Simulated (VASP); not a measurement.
Method: PBE GGA + U (Dudarev), VASP's PBE PAW potentials (set 64) (plane waves; VASP).

A VASP calculation is set up with these files.

**POSCAR**
```
ZnCr3C
1
    3.9941610000     0.0000000000     0.0000000000
    0.0000000000     3.9941610000     0.0000000000
    0.0000000000     0.0000000000     3.9941610000
Zn C Cr
1 1 3
Direct
  0.0000000000   0.0000000000   0.0000000000
  0.5000000000   0.5000000000   0.5000000000
  0.0000000000   0.5000000000   0.5000000000
  0.5000000000   0.5000000000   0.0000000000
  0.5000000000   0.0000000000   0.5000000000
```

File KPOINTS:
```
Automatic mesh
0
G
5 5 5
```

### INCAR
```
ALGO  =  Normal
EDIFF  =  1E-6
ENCUT  =  520
GGA  =  PE
ISIF  =  2
ISMEAR  =  0
ISPIN  =  2
LASPH  =  T
LCHARG  =  F
LDAU  =  T
LDAUJ  =  0 0 0
LDAUL  =  2 -1 2
LDAUPRINT  =  1
LDAUTYPE  =  2
LDAUU  =  5.0 0 5.0
LMAXMIX  =  2
LORBIT  =  10
LREAL  =  F
LWAVE  =  F
MAGMOM  =  2*0.0 3*3.0
NELM  =  100
PREC  =  Accurate
SIGMA  =  0.05
SYSTEM  =  ZnCr3C
```

POTCAR, in this order: Zn C Cr_pv (PBE.64 set). Program: vasp_std.

The moments were started parallel, and other spin orders were not tried in this run.

**Question.** What does the run give for the energy per atom (σ→0), cell moment, pressure, band gap (on the k-mesh)?

**Answer.** 
```json
{
 "energy per atom (σ→0)": "-5.231 eV/atom",
 "cell_moment": "10.28 μB",
 "band gap (on the k-mesh)": "none (metal, semimetal or under 0.01 eV)",
 "pressure": "20.23 GPa"
}
```

OSZICAR:
```
...
DAV:   9    -0.261546434551E+02    0.10151E-02   -0.20259E-01  1668   0.288E+00    0.181E+00
DAV:  10    -0.261578239516E+02   -0.31805E-02   -0.54603E-02  1668   0.156E+00    0.458E-01
DAV:  11    -0.261577609427E+02    0.63009E-04   -0.53668E-03  1696   0.477E-01    0.221E-01
DAV:  12    -0.261579142570E+02   -0.15331E-03   -0.18115E-03  1884   0.208E-01    0.812E-02
DAV:  13    -0.261579023096E+02    0.11947E-04   -0.17623E-04  1644   0.914E-02    0.475E-02
DAV:  14    -0.261579071382E+02   -0.48285E-05   -0.38586E-05  1652   0.336E-02    0.202E-02
DAV:  15    -0.261579077235E+02   -0.58536E-06   -0.67521E-06  1388   0.154E-02
   1 F= -.26157908E+02 E0= -.26156657E+02  d E =-.250059E-02  mag=    10.2848
```

The structure was generated: ZnCr3C was put into the cubic-perovskite type (Pm-3m), which need not be its known phase. The cell was not relaxed at this level. The k-mesh is coarse (spacing up to 0.31 per Å, 2π included), so the numbers may not be converged in it. The run is one of a series of settings (LDAU = .TRUE., LDAUJ = 0 0 0, LDAUL = 2 -1 2, LDAUTYPE = 2, LDAUU = 5.0 0 5.0, LMAXMIX = 2 against the base run), some of them coarse on purpose.
